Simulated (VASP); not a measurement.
Data:

```xyz
2
Lattice="1.4449 -2.5026 0.0000 1.4449 2.5026 0.0000 0.0000 0.0000 4.5850" Properties=species:S:1:pos:R:3 pbc="T T T"
Ti     1.5449     0.8342     1.1463
Ti     1.4449    -0.8342     3.4388
```

Computed with PBEsol GGA, VASP's PBE PAW potentials (set 64) (plane waves; VASP). Settings: 480 eV cut-off, 14×14×8 Γ-centred mesh, first-order Methfessel-Paxton smearing of 0.10 eV, potentials Ti_sv.

Problem. Give the force on each atom (eV/Å).

Solution. 
```csv
atom,Fx,Fy,Fz
Ti1,-0.155,-0.002,0.000
Ti2,0.155,0.002,0.000
```

Problem. Give the stress tensor in GPa (positive for a compressed cell).

Solution. 
```
0.69  1.12  0.00
1.12  0.52  0.00
0.00  0.00  0.48
```
The pressure is its mean diagonal, 0.56 GPa.

The compound is Ti in the hcp structure. This cell was strained or had an atom moved on purpose.
